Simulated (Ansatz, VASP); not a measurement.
## Ti3Sb4 in VASP and in Ansatz

INCAR

```
ALGO = Normal
EDIFF = 1E-7
EDIFFG = -0.01
ENCUT = 600
GGA = PE
IBRION = 2
ISIF = 3
ISMEAR = 0
LASPH = True
LCHARG = False
LREAL = False
LWAVE = False
NELM = 100
NSW = 100
PREC = Accurate
SIGMA = 0.1
```

KPOINTS

```
k-points
0
Gamma
  8 8 8
```

File POSCAR:

```
Ti3Sb4
1.0
   -3.3964112126      3.3964112126      3.3964112126
    3.3964112126     -3.3964112126      3.3964112126
    3.3964112126      3.3964112126     -3.3964112126
Ti Sb
3 4
Direct
    0.0000000000      0.5000000000      0.5000000000
    0.5000000000      0.0000000000      0.5000000000
    0.5000000000      0.5000000000      0.0000000000
    0.5000000000      0.5000000000      0.5000000000
    0.0000000000      0.0000000000      0.5000000000
    0.0000000000      0.5000000000      0.0000000000
    0.5000000000      0.0000000000      0.0000000000
```

Input for Ansatz:

```yaml
crystal:
  lattice:
    - [-3.3964112126, 3.3964112126, 3.3964112126]
    - [3.3964112126, -3.3964112126, 3.3964112126]
    - [3.3964112126, 3.3964112126, -3.3964112126]
  atoms:
    - { symbol: Ti, position: [0.0, 0.5, 0.5] }
    - { symbol: Ti, position: [0.5, 0.0, 0.5] }
    - { symbol: Ti, position: [0.5, 0.5, 0.0] }
    - { symbol: Sb, position: [0.5, 0.5, 0.5] }
    - { symbol: Sb, position: [0.0, 0.0, 0.5] }
    - { symbol: Sb, position: [0.0, 0.5, 0.0] }
    - { symbol: Sb, position: [0.5, 0.0, 0.0] }
basis:
  ecutwfc: 420
kpoints:
  mp_grid: { grid: [8, 8, 8] }
hamiltonian:
  xc: pbe
scf:
  occupations: { method: gaussian, width: 0.1 }
output:
  forces: true
  stress: true
  eigenvalues: true
relax:
  adjacent_minimum: "off"
  f_tol: 0.01
  max_steps: 80
  cell: { stress_tol: 0.05 }
```

Alike in both runs: task relaxation of cell and atoms; functional PBE; k mesh 8 × 8 × 8; occupations gaussian, width 0.1 eV; no spin polarisation.

|  | VASP | Ansatz |
| --- | --- | --- |
| version | VASP 6.6.1 | Ansatz 0.2.0 |
| potentials or method | VASP PAW PBE potentials, release 64 (Ti_sv, Sb) | scalar-relativistic, plane waves, PAW |
| plane-wave cutoff (eV) | 600 | 420 |
| valence electrons in the cell | 56 | 96 |

|  | VASP | Ansatz | Ansatz less VASP |
| --- | --- | --- | --- |
| gap on the k mesh at the Fermi level, each at its own relaxed structure (eV) | none | none | - |
| relaxed volume (Å³/atom) | 22.46 | 22.46 | -0.002 |
| relaxed cell length with the largest relative difference (Å) | 5.889 | 5.889 | -0.0002 |

A gap of «none» marks a metal or a gap that the smearing closes. The two sets of potentials don't hold the same shells in valence.

The runs have no spin-orbit coupling, so splittings on Sb are missing.
